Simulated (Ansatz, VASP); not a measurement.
Two plane-wave programs on InGe2O2

The input INCAR:

```
SYSTEM = InGe2O2
PREC = Accurate
ENCUT = 520
EDIFF = 1E-6
ISMEAR = 0
SIGMA = 0.1
LREAL = .FALSE.
LASPH = .TRUE.
NELM = 60
ALGO = Normal
ISIF = 2
LWAVE = .FALSE.
LCHARG = .FALSE.
GGA = PE
NBANDS = 34
```

Contents of KPOINTS:

```
Automatic mesh
0
G
  6 6 4
  0 0 0
```

File POSCAR:

```
InGe2O2
1.0
    3.8575762300      0.0000000000      0.0000000000
   -1.9287881100      3.3407590100      0.0000000000
    0.0000000000      0.0000000000      6.8629534400
In Ge O
1 2 2
Direct
    0.0000000000      0.0000000000      0.5000000000
    0.0000000000      0.0000000000      0.8066297200
    0.0000000000      0.0000000000      0.1933702800
    0.3333333300      0.6666666700      0.0000000000
    0.6666666700      0.3333333300      0.0000000000
```

Input for Ansatz:

```yaml
crystal:
  lattice:
    - [3.85757623, 0.0, 0.0]
    - [-1.92878811, 3.34075901, 0.0]
    - [0.0, 0.0, 6.86295344]
  atoms:
    - { symbol: In, position: [0.0, 0.0, 0.5] }
    - { symbol: Ge, position: [0.0, 0.0, 0.80662972] }
    - { symbol: Ge, position: [0.0, 0.0, 0.19337028] }
    - { symbol: O, position: [0.33333333, 0.66666667, 0.0] }
    - { symbol: O, position: [0.66666667, 0.33333333, 0.0] }
basis:
  ecutwfc: 420
kpoints:
  mp_grid: { grid: [6, 6, 4] }
hamiltonian:
  xc: pbe
scf:
  occupations: { method: gaussian, width: 0.1 }
  lower_state_search: "off"
output:
  forces: true
  stress: true
  eigenvalues: true
```

Alike in both runs: task single point; functional PBE; k mesh 6 × 6 × 4; occupations gaussian, width 0.1 eV; no spin polarisation.

|  | VASP | Ansatz |
| --- | --- | --- |
| version | VASP 6.6.1 | Ansatz 0.2.0 |
| potentials or method | VASP PAW PBE potentials, release 64 (In_d, Ge_d, O) | scalar-relativistic, plane waves, PAW |
| plane-wave cutoff (eV) | 520 | 420 |
| valence electrons in the cell | 53 | 53 |

```tsv
	VASP	Ansatz	Ansatz less VASP
gap on the k mesh at the Fermi level (eV)	none	none	-
pressure (GPa)	16.6	16.5	-0.08
largest component of the traceless stress (GPa)	40.94	40.67	-0.271
rms of the force components (eV/Å)	4.011	3.996	-0.0148
```

Atom by atom the forces differ by 0.015 eV/Å (rms over components). A gap of «none» marks a metal or a gap that the smearing closes.

Caveats: so large a pressure means that the cell lies far from this level's equilibrium, or that cutoff or potentials fall short (VASP); an odd number of electrons without spin polarisation forces a metal; a magnetic or distorted state may lie lower.
